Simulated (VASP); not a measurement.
Runs of VASP 6.6.1 on Cl3Si2H3. The cell holds a molecule in a box, 8 atoms: a = 13.000 Å, b = 13.000 Å, c = 14.000 Å, α = 90.00°, β = 90.00°, γ = 90.00°. 

```tsv
task	level	potentials or basis	cell	cutoff (eV)	gap on the mesh (eV)	largest force (eV/Å)
single point	revPBE+D3(BJ)	VASP PAW PBE potentials, release 64 (Cl_h, Si, H_h)	as given	900	4.99	0.33
electron localisation function	PBE	VASP PAW PBE potentials, release 64 (Cl, Si, H)	as given	520	4.94	0.25
single point	PBE	VASP PAW PBE potentials, release 64 (Cl, Si, H)	atoms moved at random, drawn with an rms of 0.05 Å	520	4.77	2.77
atomic charges	PBE+TS	VASP PAW PBE potentials, release 64 (Cl, Si, H)	as given	520	4.94	(a)
single point	PBE	VASP PAW PBE potentials, release 64 (Cl, Si, H)	as given	520	4.94	0.25
relaxation of the atoms	PBE	VASP PAW PBE potentials, release 64 (Cl, Si, H)	atoms relaxed from: atoms moved at random, drawn with an rms of 0.02 Å	520	4.90	0.01
```

Alike in all rows: no spin polarisation; k mesh 1 × 1 × 1; smearing gaussian 0.01 eV.

Estimate the missing entries.

(a) 0.28.

Caveats: the PAW data sets were made with another functional, which shifts forces and pressure a little (some runs).

